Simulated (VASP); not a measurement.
Output of a VASP run:

File OSZICAR:
```
       N       E                     dE             d eps       ncg     rms          rms(c)
DAV:   1     0.798808339936E+02    0.79881E+02   -0.11155E+04  2624   0.270E+03
DAV:   2    -0.317838202810E+02   -0.11166E+03   -0.10912E+03  2597   0.376E+02
DAV:   3    -0.374469519813E+02   -0.56631E+01   -0.56370E+01  2961   0.884E+01
DAV:   4    -0.375332756307E+02   -0.86324E-01   -0.86254E-01  3415   0.104E+01
DAV:   5    -0.375354990639E+02   -0.22234E-02   -0.22234E-02  3169   0.143E+00    0.114E+01
DAV:   6    -0.378745973152E+02   -0.33910E+00   -0.45127E+01  2695   0.950E+01    0.173E+01
DAV:   7    -0.337842913614E+02    0.40903E+01   -0.17246E+01  2597   0.607E+01    0.122E+00
DAV:   8    -0.339622250109E+02   -0.17793E+00   -0.78232E-01  3690   0.104E+01    0.197E+00
DAV:   9    -0.339444710222E+02    0.17754E-01   -0.28112E-01  2836   0.840E+00    0.419E-01
DAV:  10    -0.339509736429E+02   -0.65026E-02   -0.56815E-02  2597   0.269E+00    0.506E-01
DAV:  11    -0.339495962766E+02    0.13774E-02   -0.12304E-02  2906   0.152E+00    0.210E-01
DAV:  12    -0.339479085452E+02    0.16877E-02   -0.53885E-03  3227   0.105E+00    0.476E-02
DAV:  13    -0.339478788304E+02    0.29715E-04   -0.21416E-03  2576   0.630E-01    0.133E-02
DAV:  14    -0.339473410013E+02    0.53783E-03   -0.98351E-04  2597   0.429E-01    0.156E-02
DAV:  15    -0.339473637824E+02   -0.22781E-04   -0.19065E-05  3292   0.580E-02    0.550E-03
DAV:  16    -0.339473696787E+02   -0.58962E-05   -0.97769E-06  2584   0.428E-02    0.226E-03
DAV:  17    -0.339473686158E+02    0.10629E-05   -0.13155E-06  2885   0.153E-02    0.959E-04
DAV:  18    -0.339473683078E+02    0.30799E-06   -0.62648E-08  2100   0.361E-03    0.312E-04
DAV:  19    -0.339473670368E+02    0.12710E-05   -0.19146E-07  2576   0.560E-03    0.237E-04
DAV:  20    -0.339473665070E+02    0.52975E-06   -0.62488E-08  1806   0.357E-03    0.390E-05
DAV:  21    -0.339473664814E+02    0.25600E-07   -0.83755E-09  1456   0.137E-03
   1 F= -.33947366E+02 E0= -.33947879E+02  d E =0.153806E-02
```

File OUTCAR:
```
------------------------ aborting loop because EDIFF is reached ----------------------------------------
  FORCE on cell =-STRESS in cart. coord.  units (eV):
  Direction    XX          YY          ZZ          XY          YZ          ZX
  --------------------------------------------------------------------------------------
  Total       -1.7425315     -1.7425315     -1.7425315      0.0000000     -0.0000000     -0.0000000
  in kB     -115.8733553   -115.8733553   -115.8733553      0.0000000     -0.0000000     -0.0000000
  external PRESSURE =    -115.8733553 kB  Pullay stress =       0.0000000 kB
  volume of cell :       24.09
      direct lattice vectors                 reciprocal lattice vectors
     2.888257282  0.000000000  0.000000000     0.346229543  0.000000000  0.000000000
     0.000000000  2.888257282  0.000000000     0.000000000  0.346229543  0.000000000
     0.000000000  0.000000000  2.888257282     0.000000000  0.000000000  0.346229543
 POSITION                                       TOTAL-FORCE (eV/Angst)
 -----------------------------------------------------------------------------------
      1.44413      1.44413      1.44413         0.000000      0.000000      0.000000
      0.00000      0.00000      0.00000         0.000000      0.000000      0.000000
 -----------------------------------------------------------------------------------
    total drift:                                0.000000      0.000000     -0.000000
  FREE ENERGIE OF THE ION-ELECTRON SYSTEM (eV)
  ---------------------------------------------------
  free  energy   TOTEN  =       -33.9473664814 eV

  energy  without entropy=      -33.9489045463  energy(sigma->0) =      -33.94787917
```
(Selected blocks of OUTCAR.)

File POSCAR:
```
CoGa
1
    2.8882572819     0.0000000000     0.0000000000
    0.0000000000     2.8882572819     0.0000000000
    0.0000000000     0.0000000000     2.8882572819
Ga Co
1 1
Direct
  0.5000000000   0.5000000000   0.5000000000
  0.0000000000   0.0000000000   0.0000000000
```

Problem. Write an INCAR and KPOINTS that could have produced this output.

Solution. Several could match; the one computed here: the input of the run itself, SCAN meta-GGA, plane waves, VASP's PBE PAW potentials (set 64).

### INCAR
```
SYSTEM = CoGa
PREC = Accurate
ENCUT = 520
EDIFF = 1E-7
NELM = 100
ALGO = Normal
LREAL = .FALSE.
LASPH = .TRUE.
ISMEAR = 1
SIGMA = 0.1
METAGGA = SCAN
LMIXTAU = .TRUE.
LMAXMIX = 4
LWAVE = .FALSE.
LCHARG = .FALSE.
ISIF = 2
```

**KPOINTS**
```
K-points
0
gamma
 13 13 13
```

POTCAR, in this order: Ga_d Co (PBE.64 set). Program: vasp_std.

The compound is CoGa in the CsCl type structure. This cell is one point of a volume scan, at 1.06 of the reference volume. The run is not spin-polarised, so no magnetic state was tried.
